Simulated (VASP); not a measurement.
An input for Quantum ESPRESSO's pw.x (written as the equivalent of a VASP run, and not itself run):

```
&CONTROL
  calculation = 'vc-relax'
  pseudo_dir = './pseudo'
  outdir = './out'
  tprnfor = .true.
  tstress = .true.
  nstep = 60
  forc_conv_thr = 0.00078
/
&SYSTEM
  ibrav = 0
  nat = 3
  ntyp = 2
  ecutwfc = 84
  occupations = 'smearing'
  smearing = 'gaussian'
  degauss = 0.003675
  input_dft = 'pw91'
/
&ELECTRONS
  conv_thr = 7.3e-08
  electron_maxstep = 100
/
&IONS
/
&CELL
/
ATOMIC_SPECIES
  Mg 24.305 Mg.upf
  Ge 72.630 Ge.upf
CELL_PARAMETERS angstrom
     0.0000000    3.1950000    3.1950000
     3.1950000    0.0000000    3.1950000
     3.1950000    3.1950000    0.0000000
ATOMIC_POSITIONS crystal
  Mg   0.2500000  0.2500000  0.2500000
  Mg   0.7500000  0.7500000  0.7500000
  Ge   0.0000000  0.0000000  0.0000000
K_POINTS automatic
  6 6 6 0 0 0
```

**Question.** Write the VASP files for the same calculation (PW91).

**Answer.** Several could match; the one computed here: 
**POSCAR**
```
Mg2Ge
1.0
  0.0000000000   3.1950000000   3.1950000000
  3.1950000000   0.0000000000   3.1950000000
  3.1950000000   3.1950000000   0.0000000000
Mg Ge
2 1
Cart
  1.5975000000   1.5975000000   1.5975000000
  4.7925000000   4.7925000000   4.7925000000
  0.0000000000   0.0000000000   0.0000000000
```

### INCAR
```
EDIFFG=-0.02
LREAL=.False.   ! projection in real space or not
SYSTEM=Mg2Ge
LCHARG=.False.
LASPH=.True.
NSW=60   ! most ionic steps
LWAVE=.False.
ISIF=3
GGA=91   ! PW91
PREC=Accurate
NELM=100   ! most electronic steps
LMAXMIX=4
IBRION=2   ! conjugate gradients
EDIFF=1E-6   ! SCF stop (eV)
ALGO=Normal   ! blocked Davidson
ISMEAR=0   ! Gaussian
SIGMA=0.05   ! width (eV)
ENCUT=520   ! plane-wave cut-off (eV)
```

File KPOINTS:
```
kpoints
0
Gamma
  6 6 6
0 0 0
```

POTCAR, in this order: Mg Ge_d (PBE.64 set). Program: vasp_std.

The two are equivalent in intent, not identical: the potentials are each code's own (VASP's PAW set, PseudoDojo norm-conserving files in pw.x), so ENCUT and ecutwfc are chosen apart and not converted; conv_thr bounds pw.x's estimated SCF error, while EDIFF bounds the energy change between steps; forc_conv_thr acts on force components and is met together with etot_conv_thr.

The compound is Mg2Ge in the antifluorite structure. This run relaxes it. Symmetry was kept, so distortions that lower it aren't found. The start is the result of an earlier pass.
